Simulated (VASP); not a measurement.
Data:

```
CELL_PARAMETERS angstrom
      0.00000     2.17493     2.17493
      2.17493     0.00000     2.17493
      2.17493     2.17493     0.00000
ATOMIC_POSITIONS crystal
  Al 0.00000 0.00000 0.00000
  N  0.25000 0.25000 0.25000
```

Calculation: vdW-DF2, VASP's PBE PAW potentials (set 64) (plane waves; VASP). Settings: 520 eV cut-off, 10×10×10 Γ-centred mesh, Gaussian smearing of 0.050 eV, potentials Al N.

**Question.** Estimate the energy per atom (σ→0), pressure, band gap (on the k-mesh) with the smallest direct gap where there is one.

**Answer.** 
```
Quantity                                      Value
-----------------------------------  --------------
band gap (on the k-mesh)                    3.85 eV
smallest direct gap (on the k-mesh)         4.66 eV
energy per atom (σ→0)                -5.816 eV/atom
pressure                                  12.65 GPa
```

The compound is AlN in the zinc blende structure, a metastable form; wurtzite is the usual one. This cell is one point of a volume scan, at 0.94 of the reference volume.
